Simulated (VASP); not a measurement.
Data:

```
CELL_PARAMETERS angstrom
      2.88000     0.00000     0.00000
      0.00000     2.88000     0.00000
      0.00000     0.00000     2.88000
ATOMIC_POSITIONS crystal
  Ga 0.50000 0.50000 0.50000
  Co 0.00000 0.00000 0.00000
```

The numbers are results of MS2 meta-GGA, VASP's PBE PAW potentials (set 64) (plane waves; VASP), not measurements. Settings: 520 eV cut-off, 11×11×11 Γ-centred mesh, first-order Methfessel-Paxton smearing of 0.10 eV, potentials Ga_d Co.

Energy and stress use the plane-wave basis of the starting cell.

The ions, cell shape and volume are relaxed. Which structure does the run end with?

```
CELL_PARAMETERS angstrom
      2.83373     0.00000     0.00000
      0.00000     2.83373     0.00000
      0.00000     0.00000     2.83373
ATOMIC_POSITIONS crystal
  Ga 0.50000 0.50000 0.50000
  Co 0.00000 0.00000 0.00000
```
Space group Pm-3m (221), at a tolerance of 0.03 Å.

How do energy and volume change from the first to the last step?

The energy (σ→0) changes by -14.6 meV/atom and the volume by -4.7 %, in 4 ionic steps.

The compound is CoGa in the CsCl type structure. This run relaxes it. Symmetry was kept, so distortions that lower it aren't found. The run is not spin-polarised, so no magnetic state was tried.
